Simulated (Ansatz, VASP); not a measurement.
# SiO2: VASP beside Ansatz

Aim: how closely do two programs agree when they are given the same cell, functional and k mesh? The cell is taken from a series of runs on this material, whose earlier steps may have relaxed, scaled, displaced or heated it; both programs get it as it stands.

Method: plane waves, with VASP 6.6.1 beside it; zone-centre phonons at LDA, in Ansatz 0.2.0.

## Step 1: The starting structure

Symmetry: P4_2/mnm, No. 136, tetragonal system. Conventional cell: a = 4.188 Å, b = 4.188 Å, c = 2.672 Å, α = 90.00°, β = 90.00°, γ = 90.00°. O has 3 Si at 1.76 to 1.81 Å nearest. Si has 6 O at 1.76 to 1.81 Å nearest. Farther neighbours and most contacts between anions are not listed.

As a file:

```xyz
6
Lattice="4.1882 0.0000 0.0000 0.0000 4.1882 0.0000 0.0000 0.0000 2.6715" Properties=species:S:1:pos:R:3 pbc="T T T"
O     2.9050    2.9050    0.0000
O     0.8109    3.3774    1.3358
O     1.2832    1.2832    0.0000
O     3.3774    0.8109    1.3358
Si    2.0941    2.0941    1.3358
Si    0.0000    0.0000    0.0000
```

## Step 2: VASP: zone-centre phonons, LDA

Second derivatives magnify differences that forces hide, and they need a tight electronic threshold.

Lines of VASP's logs that name or quote its potential files are left out, and so is its time.

Contents of INCAR:

```
SYSTEM = SiO2
PREC = Accurate
ENCUT = 600
EDIFF = 1E-08
NELM = 120
ISMEAR = 0
SIGMA = 0.01
LREAL = .FALSE.
ALGO = Normal
GGA = PW92
NBANDS = 22
LORBIT = 11
LWAVE = .FALSE.
LCHARG = .FALSE.
ISIF = 2
IBRION = 8
LEPSILON = .TRUE.
LASPH = .TRUE.
GGA_COMPAT = .FALSE.
EFERMI = MIDGAP
KPAR = 2
```

Contents of POSCAR:

```
SiO2
1.0
    4.1882424243      0.0000000000      0.0000000000
    0.0000000000      4.1882424243      0.0000000000
    0.0000000000      0.0000000000      2.6715428441
O Si
4 2
Direct
    0.6936076859      0.6936076859      0.0000000000
    0.1936076859      0.8063923141      0.5000000000
    0.3063923141      0.3063923141      0.0000000000
    0.8063923141      0.1936076859      0.5000000000
    0.5000000000      0.5000000000      0.5000000000
    0.0000000000      0.0000000000      0.0000000000
```

Contents of KPOINTS:

```
Automatic mesh
0
Gamma
8 8 8
0 0 0
```

Potentials, in the order of the species: O and Si (LDA family, release 64).

On the command line:

```sh
$ mpirun -np 2 vasp_std
```

Numbers of over 12 decimals in the logs are rounded to 6 here.

The program printed:

```text
[banner, memory and clock lines left out]
running    2 mpi-ranks, on    1 nodes
 distrk:  each k-point on    1 cores,    2 groups
 distr:  one band on    1 cores,    1 groups

 POSCAR found type information on POSCAR O Si
 POSCAR found :  2 types and       6 ions
|                                                                             |
|               ----> ADVICE to this user running VASP <----                  |
|                                                                             |
|     You enforced a specific xc type in the INCAR file but a different       |
|     [... a line on the potential file left out ...]
|     I HOPE YOU KNOW WHAT YOU ARE DOING!                                     |
|                                                                             |

 LDA part: xc-table for (Slater(with rela. corr.)+PW92), standard interpolation
 POSCAR, INCAR and KPOINTS ok, starting setup
 FFT: planning ... GRIDC
 FFT: planning ... GRID_SOFT
 FFT: planning ... GRID
 WAVECAR not read
 entering main loop
       N       E                     dE             d eps       ncg     rms          rms(c)
DAV:   1     0.155766627840E+03    0.15577E+03   -0.19505E+04  3332   0.157E+03
DAV:   2    -0.496472515880E+02   -0.20541E+03   -0.19723E+03  4320   0.318E+02
DAV:   3    -0.568728305680E+02   -0.72256E+01   -0.72013E+01  4188   0.600E+01
DAV:   4    -0.569245043516E+02   -0.51674E-01   -0.51653E-01  4050   0.586E+00
DAV:   5    -0.569249982711E+02   -0.49392E-03   -0.49388E-03  4098   0.556E-01    0.177E+01
DAV:   6    -0.521235386837E+02    0.48015E+01   -0.16970E+01  3942   0.279E+01    0.843E+00
DAV:   7    -0.520668381072E+02    0.56701E-01   -0.57390E-01  3906   0.490E+00    0.300E+00
DAV:   8    -0.520363865568E+02    0.30452E-01   -0.20497E-02  3948   0.138E+00    0.107E+00
DAV:   9    -0.520309975597E+02    0.53890E-02   -0.48303E-03  4008   0.646E-01    0.222E-01
DAV:  10    -0.520310135206E+02   -0.15961E-04   -0.27433E-04  3996   0.140E-01    0.597E-02
DAV:  11    -0.520310030790E+02    0.10442E-04   -0.35533E-05  4080   0.468E-02    0.191E-02
DAV:  12    -0.520310022749E+02    0.80418E-06   -0.51341E-06  3888   0.167E-02    0.618E-03
DAV:  13    -0.520310022909E+02   -0.16009E-07   -0.21365E-07  4080   0.374E-03    0.174E-03
DAV:  14    -0.520310022882E+02    0.26644E-08   -0.15832E-08  2640   0.967E-04
   1 F= -.52031002E+02 E0= -.52031002E+02  d E =0.000000E+00
 Linear response reoptimize wavefunctions to high precision
DAV:   1    -0.520310022879E+02    0.35379E-09   -0.11259E-09  2742   0.313E-04
DAV:   2    -0.520310022878E+02    0.29104E-10   -0.17664E-10  2352   0.103E-04
 Linear response G [H, r] |phi>, progress :
  Direction:   1
       N       E                     dE             d eps       ncg     rms
RMM:   1    -0.139374216569E+03   -0.13937E+03   -0.56034E-01  7532   0.987E+01
RMM:   2    -0.116395103149E+03    0.22979E+02   -0.92540E+00  5505   0.217E+01
RMM:   3    -0.116457185544E+03   -0.62082E-01   -0.10421E-01  5752   0.213E+00
RMM:   4    -0.116459141388E+03   -0.19558E-02   -0.12179E-03  6017   0.259E-01
RMM:   5    -0.116459221743E+03   -0.80355E-04   -0.94141E-05  6067   0.374E-02
RMM:   6    -0.116459229336E+03   -0.75928E-05   -0.11365E-04  6145   0.682E-03
RMM:   7    -0.116459230100E+03   -0.76446E-06   -0.11968E-04  6121   0.279E-03
RMM:   8    -0.116459230097E+03    0.35646E-08   -0.11534E-04  4984   0.222E-03
RMM:   9    -0.116459230240E+03   -0.14294E-06   -0.11840E-04  4174   0.215E-03
RMM:  10    -0.116459230384E+03   -0.14432E-06   -0.92313E-05  3960   0.216E-03
RMM:  11    -0.116459230721E+03   -0.33659E-06   -0.21959E-05  3947   0.217E-03
 Linear response G [H, r] |phi>, progress :
  Direction:   2
       N       E                     dE             d eps       ncg     rms
RMM:   1    -0.138726359924E+03   -0.13873E+03    0.45337E+01  7519   0.996E+01
RMM:   2    -0.113155208685E+03    0.25571E+02   -0.10383E+01  5560   0.232E+01
RMM:   3    -0.113237794630E+03   -0.82586E-01   -0.10950E-01  5778   0.224E+00
RMM:   4    -0.113240084204E+03   -0.22896E-02   -0.14442E-03  6056   0.280E-01
RMM:   5    -0.113240168367E+03   -0.84163E-04   -0.10265E-04  6130   0.392E-02
RMM:   6    -0.113240175589E+03   -0.72223E-05   -0.11582E-04  6205   0.696E-03
RMM:   7    -0.113240176566E+03   -0.97753E-06   -0.12507E-04  6155   0.276E-03
RMM:   8    -0.113240176653E+03   -0.86518E-07   -0.12834E-04  5057   0.217E-03
RMM:   9    -0.113240176622E+03    0.31253E-07   -0.11979E-04  4157   0.211E-03
RMM:  10    -0.113240176209E+03    0.41265E-06   -0.65524E-05  3952   0.211E-03
RMM:  11    -0.113240177128E+03   -0.91938E-06    0.44367E-05  3951   0.213E-03
 Linear response G [H, r] |phi>, progress :
  Direction:   3
       N       E                     dE             d eps       ncg     rms
RMM:   1    -0.134282448173E+03   -0.13428E+03    0.33215E+01  7245   0.955E+01
[...]
RMM:   6    -0.349973782609E+00   -0.80205E-09   -0.18862E-08  4132   0.214E-04
 change of polarisation eV/A/(eV/A) component  3 :    -0.059    -0.047     0.700
 dielectric tensor                  component  3 :    -0.227    -0.180     3.703
 Linear response to external field, progress :
  Direction:   1
       N       E                     dE             d eps       ncg     rms          rms(c)
[...]
RMM:   5    -0.349475901420E+00   -0.93914E-03   -0.15583E-04  5811   0.948E-02    0.110E-02
RMM:   6    -0.349595322859E+00   -0.11942E-03   -0.21908E-06  6022   0.928E-03    0.540E-03
RMM:   7    -0.349656859625E+00   -0.61537E-04   -0.21384E-07  5999   0.279E-03    0.359E-04
RMM:   8    -0.349666453741E+00   -0.95941E-05    0.60459E-08  6091   0.523E-04    0.147E-04
RMM:   9    -0.349667028686E+00   -0.57494E-06    0.20715E-08  5064   0.219E-04    0.136E-05
RMM:  10    -0.349667336653E+00   -0.30797E-06    0.26032E-09  3031   0.119E-04    0.732E-06
 change of polarisation eV/A/(eV/A) component  3 :    -0.058    -0.046     0.660
 dielectric tensor                  component  3 :    -0.223    -0.176     3.547
 Linear response DOF=           4
 Linear response progress:
  Degree of freedom:   1/  4
       N       E                     dE             d eps       ncg     rms          rms(c)
RMM:   1    -0.376937850094E+00   -0.37694E+00    0.31296E-01 14071   0.381E+00
RMM:   2    -0.368828103727E+00    0.81097E-02   -0.92566E-03 12854   0.601E-01    0.233E-01
RMM:   3    -0.369858195354E+00   -0.10301E-02   -0.14784E-03 11956   0.218E-01    0.126E-01
RMM:   4    -0.371656310354E+00   -0.17981E-02   -0.10675E-03 12518   0.171E-01    0.346E-02
RMM:   5    -0.371783273597E+00   -0.12696E-03   -0.34439E-05 13392   0.347E-02    0.115E-02
RMM:   6    -0.371825241762E+00   -0.41968E-04   -0.86759E-07 13646   0.610E-03    0.274E-03
RMM:   7    -0.371832734732E+00   -0.74930E-05   -0.58099E-07 13570   0.254E-03    0.576E-04
RMM:   8    -0.371826182368E+00    0.65524E-05    0.28099E-07 13630   0.104E-03    0.221E-04
RMM:   9    -0.371827687475E+00   -0.15051E-05    0.19923E-09 13801   0.261E-04    0.814E-05
RMM:  10    -0.371827379548E+00    0.30793E-06    0.64288E-08 13731   0.145E-04    0.116E-05
RMM:  11    -0.371827383504E+00   -0.39557E-08    0.33431E-08 13871   0.879E-05    0.423E-06
 first order change of Fermi-energy  -0.15391E+00
 force on displaced ion       1 direction 1 : -21.686 -10.065   0.000
 Born effective charge ion    1 direction 1 :  -1.896  -0.559   0.000
 Linear response progress:
  Degree of freedom:   2/  4
       N       E                     dE             d eps       ncg     rms          rms(c)
RMM:   1    -0.353449948424E+00   -0.35345E+00    0.35764E-01 12154   0.383E+00
RMM:   2    -0.347016591425E+00    0.64334E-02   -0.78848E-03 10988   0.558E-01    0.234E-01
RMM:   3    -0.348312042893E+00   -0.12955E-02   -0.89182E-04  9854   0.189E-01    0.125E-01
RMM:   4    -0.350557681925E+00   -0.22456E-02   -0.90930E-04 10142   0.182E-01    0.228E-02
RMM:   5    -0.350458146740E+00    0.99535E-04   -0.39557E-05 11463   0.375E-02    0.286E-03
RMM:   6    -0.350503365363E+00   -0.45219E-04   -0.56125E-07 11982   0.536E-03    0.109E-03
RMM:   7    -0.350495746986E+00    0.76184E-05    0.11237E-07 11843   0.132E-03    0.156E-04
RMM:   8    -0.350496505203E+00   -0.75822E-06   -0.78344E-09 12061   0.238E-04    0.713E-05
RMM:   9    -0.350496645984E+00   -0.14078E-06   -0.78692E-09 12100   0.111E-04    0.952E-06
RMM:  10    -0.350496866908E+00   -0.22092E-06   -0.64498E-09 11303   0.835E-05    0.588E-06
RMM:  11    -0.350496845114E+00    0.21794E-07   -0.18915E-08 11465   0.743E-05    0.994E-07
RMM:  12    -0.350496843788E+00    0.13257E-08    0.25917E-08  9038   0.723E-05    0.214E-07
 first order change of Fermi-energy   0.32524E-03
 force on displaced ion       1 direction 3 :  -0.004  -0.004 -19.685
 Born effective charge ion    1 direction 3 :  -0.000  -0.000  -2.019
 Linear response progress:
  Degree of freedom:   3/  4
       N       E                     dE             d eps       ncg     rms          rms(c)
RMM:   1    -0.323619215447E-01   -0.32362E-01    0.11760E-01 21902   0.188E+00
RMM:   2    -0.235559625702E-01    0.88060E-02   -0.43926E-03 12910   0.494E-01    0.161E-01
RMM:   3    -0.228413885028E-01    0.71457E-03   -0.59241E-04 13293   0.109E-01    0.102E-01
RMM:   4    -0.223816056553E-01    0.45978E-03   -0.51098E-04 13332   0.125E-01    0.193E-02
RMM:   5    -0.223556092135E-01    0.25996E-04   -0.45243E-05 13457   0.234E-02    0.761E-03
RMM:   6    -0.223516443484E-01    0.39649E-05    0.30706E-06 13197   0.798E-03    0.146E-03
RMM:   7    -0.223532237680E-01   -0.15794E-05    0.16035E-06 13596   0.114E-03    0.643E-04
RMM:   8    -0.223550395941E-01   -0.18158E-05    0.58735E-07 13477   0.567E-04    0.816E-05
RMM:   9    -0.223551738566E-01   -0.13426E-06    0.84033E-07 13649   0.125E-04    0.335E-05
RMM:  10    -0.223552296862E-01   -0.55830E-07    0.78297E-07 13648   0.505E-05    0.896E-06
RMM:  11    -0.223551858126E-01    0.43874E-07    0.83515E-07 13807   0.300E-05    0.244E-06
RMM:  12    -0.223552238349E-01   -0.38022E-07    0.57302E-07 13207   0.266E-05    0.123E-06
RMM:  13    -0.223552329157E-01   -0.90808E-08    0.41622E-07 11518   0.245E-05    0.223E-07
RMM:  14    -0.223552353421E-01   -0.24264E-08    0.37996E-07  9264   0.235E-05    0.111E-07
RMM:  15    -0.223552346033E-01    0.73877E-09    0.38351E-07  9251   0.234E-05    0.358E-08
 first order change of Fermi-energy  -0.62337E-05
 force on displaced ion       5 direction 1 : -30.916  -8.709   0.000
 Born effective charge ion    5 direction 1 :   3.792  -0.372   0.000
 Linear response progress:
  Degree of freedom:   4/  4
       N       E                     dE             d eps       ncg     rms          rms(c)
RMM:   1    -0.188439739010E-01   -0.18844E-01    0.37204E-02 10347   0.125E+00
RMM:   2    -0.163641265071E-01    0.24798E-02   -0.11518E-03  7690   0.230E-01    0.196E-01
RMM:   3    -0.162972845421E-01    0.66842E-04   -0.12997E-04  7909   0.640E-02    0.116E-01
RMM:   4    -0.163919723042E-01   -0.94688E-04   -0.17201E-04  7798   0.713E-02    0.887E-03
RMM:   5    -0.163603134623E-01    0.31659E-04   -0.40987E-06  7873   0.122E-02    0.203E-03
RMM:   6    -0.163591788383E-01    0.11346E-05   -0.88935E-08  8127   0.115E-03    0.574E-04
RMM:   7    -0.163574339450E-01    0.17449E-05   -0.55404E-08  8125   0.522E-04    0.115E-04
RMM:   8    -0.163571858556E-01    0.24809E-06    0.52845E-09  8188   0.106E-04    0.473E-05
RMM:   9    -0.163572386546E-01   -0.52799E-07    0.49690E-09  8272   0.355E-05    0.227E-06
RMM:  10    -0.163572334357E-01    0.52188E-08    0.10776E-08  7484   0.208E-05    0.107E-06
 first order change of Fermi-energy   0.49636E-06
 force on displaced ion       5 direction 3 :  -0.000   0.000 -23.242
 Born effective charge ion    5 direction 3 :   0.000   0.000   4.037
 Born effective charges drift removed
 Linear response finished
```

(Continued in part 2 of 3.)

[Lines on the potential files, build, host, timing and source positions are cut from VASP's logs without a mark.]

[Logs are printed without paths, hosts, clocks, repeated set-up lines and the standing remarks that a program may print on its own settings, such as how far it seeks lower states.]

[Hosts, paths, dates, database ids (printed as entryN), source tags and the programs' standing remarks are cut or masked in the printed files.]
